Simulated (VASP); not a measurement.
Output of a VASP run:

OUTCAR:
```
 ion  position               nearest neighbor table
   1  0.000  0.000  0.000-   2 2.55   3 2.55   3 2.55   3 2.55   3 2.55   2 2.55   2 2.55   2 2.55
  LATTYP: Found a face centered cubic cell.
 ALAT       =     5.8957128044
 Subroutine PRICEL returns:
 Original cell was already a primitive cell.
 Subroutine GETGRP returns: Found 48 space group operations
The static configuration has the point symmetry O_h .
The dynamic configuration has the point symmetry O_h .
 Subroutine INISYM returns: Found 48 space group operations
 Subroutine IBZKPT returns following result:
 Found     35 irreducible k-points:

 Following reciprocal coordinates:
            Coordinates               Weight
  0.000000  0.000000  0.000000      1.000000
  0.111111  0.000000  0.000000      8.000000
  0.222222  0.000000  0.000000      8.000000
  0.333333  0.000000  0.000000      8.000000
  0.444444  0.000000  0.000000      8.000000
  0.111111  0.111111  0.000000      6.000000
  0.222222  0.111111  0.000000     24.000000
  0.333333  0.111111  0.000000     24.000000
  0.444444  0.111111  0.000000     24.000000
 -0.444444  0.111111  0.000000     24.000000
 -0.333333  0.111111  0.000000     24.000000
 -0.222222  0.111111  0.000000     24.000000
 -0.111111  0.111111  0.000000     12.000000
  0.222222  0.222222  0.000000      6.000000
  0.333333  0.222222  0.000000     24.000000
  0.444444  0.222222  0.000000     24.000000
 -0.444444  0.222222  0.000000     24.000000
 -0.333333  0.222222  0.000000     24.000000
 -0.222222  0.222222  0.000000     12.000000
  0.333333  0.333333  0.000000      6.000000
  0.444444  0.333333  0.000000     24.000000
 -0.444444  0.333333  0.000000     24.000000
 -0.333333  0.333333  0.000000     12.000000
  0.444444  0.444444  0.000000      6.000000
 -0.444444  0.444444  0.000000     12.000000
  0.333333  0.222222  0.111111     24.000000
  0.444444  0.222222  0.111111     48.000000
 -0.444444  0.222222  0.111111     48.000000
  0.444444  0.333333  0.111111     24.000000
 -0.444444  0.333333  0.111111     48.000000
 -0.333333  0.333333  0.111111     48.000000
 -0.222222  0.333333  0.111111     24.000000
 -0.444444  0.444444  0.111111     24.000000
 -0.333333  0.444444  0.111111     24.000000
 -0.333333  0.444444  0.222222     24.000000
   k-points           NKPTS =     35   k-points in BZ     NKDIM =     35   number of bands    NBANDS=     18
   number of dos      NEDOS =    301   number of ions     NIONS =      3
   total plane-waves  NPLWV =  13824
   dimension x,y,z NGX =    24 NGY =   24 NGZ =   24
   dimension x,y,z NGXF=    48 NGYF=   48 NGZF=   48
   ions per type =               1   2
   PREC   = normal    normal or accurate (medium, high low for compatibility)
   ISTART =      0    job   : 0-new  1-cont  2-samecut
   ICHARG =      2    charge: 1-file 2-atom 10-const
   ISPIN  =      1    spin polarized calculation?
   LNONCOLLINEAR =      F non collinear calculations
   LSORBIT =      F    spin-orbit coupling
   INIWAV =      1    electr: 0-lowe 1-rand  2-diag
   ENCUT  =  450.0 eV  33.07 Ry    5.75 a.u.   7.21  7.21  7.21*2*pi/ulx,y,z
   NELM   =    100;   NELMIN=  4; NELMDL= -5     # of ELM steps
   EDIFF  = 0.1E-04   stopping-criterion for ELM
   LREAL  =      F    real-space projection
   NLSPLINE    = F    spline interpolate recip. space projectors
   LMAXMIX     =    4 max onsite mixed and CHGCAR
   VOSKOWN=      0    Vosko Wilk Nusair interpolation
   EDIFFG = -.3E-01   stopping-criterion for IOM
   NSW    =     20    number of steps for IOM
   NBLOCK =      1;   KBLOCK =     20    inner block; outer block
   IBRION =      2    ionic relax: 0-MD 1-quasi-New 2-CG
   NFREE  =      1    steps in history (QN), initial steepest desc. (CG)
   ISIF   =      2    stress and relaxation
   ISYM   =      2    0-nonsym 1-usesym 2-fastsym
   TEIN   =    0.0    initial temperature
   TEBEG  =    0.0;   TEEND  =   0.0 temperature during run
   SMASS  =  -3.00    Nose mass-parameter (am)
...
```

OSZICAR:
```
       N       E                     dE             d eps       ncg     rms          rms(c)
DAV:   1     0.281947438296E+03    0.28195E+03   -0.14105E+04  1268   0.160E+03
DAV:   2     0.726280058636E+01   -0.27468E+03   -0.26639E+03  1438   0.426E+02
DAV:   3    -0.158440474446E+02   -0.23107E+02   -0.22886E+02  1456   0.141E+02
DAV:   4    -0.165084005607E+02   -0.66435E+00   -0.66373E+00  1390   0.246E+01
DAV:   5    -0.165304581205E+02   -0.22058E-01   -0.22057E-01  1400   0.447E+00    0.703E+00
RMM:   6    -0.149552502788E+02    0.15752E+01   -0.52271E+00  1312   0.158E+01    0.220E+00
RMM:   7    -0.149504671480E+02    0.47831E-02   -0.61872E-01  1367   0.844E+00    0.154E+00
RMM:   8    -0.149389291245E+02    0.11538E-01   -0.17555E-01  1358   0.387E+00    0.443E-01
RMM:   9    -0.149383340134E+02    0.59511E-03   -0.36978E-02  1387   0.207E+00    0.188E-01
RMM:  10    -0.149400901089E+02   -0.17561E-02   -0.19147E-02  1390   0.130E+00    0.232E-01
RMM:  11    -0.149394213199E+02    0.66879E-03   -0.34024E-03  1397   0.654E-01    0.189E-02
RMM:  12    -0.149395003678E+02   -0.79048E-04   -0.88488E-04  1519   0.309E-01    0.308E-02
RMM:  13    -0.149394995962E+02    0.77162E-06   -0.24601E-04  1256   0.142E-01    0.131E-02
RMM:  14    -0.149394986295E+02    0.96672E-06   -0.43194E-05   947   0.681E-02
   1 F= -.14939499E+02 E0= -.14939499E+02  d E =-.149395E+02
```

**OUTCAR**
```
------------------------ aborting loop because EDIFF is reached ----------------------------------------
  FORCE on cell =-STRESS in cart. coord.  units (eV):
  Direction    XX          YY          ZZ          XY          YZ          ZX
  --------------------------------------------------------------------------------------
  Total       -0.6258831     -0.6258831     -0.6258831      0.0000000     -0.0000000     -0.0000000
  in kB      -19.5728844    -19.5728844    -19.5728844      0.0000000     -0.0000000     -0.0000000
  external PRESSURE =     -19.5728844 kB  Pullay stress =       0.0000000 kB
  volume of cell :       51.23
      direct lattice vectors                 reciprocal lattice vectors
     0.000000000  2.947856402  2.947856402    -0.169614775  0.169614775  0.169614775
     2.947856402  0.000000000  2.947856402     0.169614775 -0.169614775  0.169614775
     2.947856402  2.947856402  0.000000000     0.169614775  0.169614775 -0.169614775
 POSITION                                       TOTAL-FORCE (eV/Angst)
 -----------------------------------------------------------------------------------
      0.00000      0.00000      0.00000         0.000000      0.000000      0.000000
      1.47393      1.47393      1.47393         0.000000      0.000000     -0.000000
      4.42178      4.42178      4.42178        -0.000000     -0.000000     -0.000000
 -----------------------------------------------------------------------------------
    total drift:                               -0.000000      0.000000      0.000000
  FREE ENERGIE OF THE ION-ELECTRON SYSTEM (eV)
  ---------------------------------------------------
  free  energy   TOTEN  =       -14.9394986295 eV

  energy  without entropy=      -14.9394986295  energy(sigma->0) =      -14.93949863

 reached required accuracy - stopping structural energy minimisation
```
(Selected blocks of OUTCAR.)

**POSCAR**
```
PbF2
1
   -0.0000000000     2.9478564022     2.9478564022
    2.9478564022    -0.0000000000     2.9478564022
    2.9478564022     2.9478564022    -0.0000000000
Pb F
1 2
Direct
  0.0000000000   0.0000000000   0.0000000000
  0.2500000000   0.2500000000   0.2500000000
  0.7500000000   0.7500000000   0.7500000000
```

Task: Reconstruct the remaining input files.

Result: This is not unique; one that fits is the input of the run itself, PBEsol GGA, plane waves, VASP's PBE PAW potentials (set 64).

### KPOINTS
```
Automatic mesh
0
Gamma
9 9 9
0 0 0
```

INCAR:
```
SYSTEM = PbF2
PREC = Normal
ENCUT = 450
EDIFF = 1E-5
NELM = 100
ALGO = Fast
LREAL = .FALSE.
LASPH = .TRUE.
ISMEAR = 0
SIGMA = 0.05
GGA = PS
LMAXMIX = 4
LWAVE = .FALSE.
LCHARG = .FALSE.
NELMIN = 4
IBRION = 2
ISIF = 2
NSW = 20
EDIFFG = -0.03
```

POTCAR, in this order: Pb_d F (PBE.64 set). Program: vasp_std.

At this cut-off the stress carries a Pulay error, which pulls relaxed volumes low.

The compound is PbF2 in the fluorite structure, the β form. It was relaxed first.
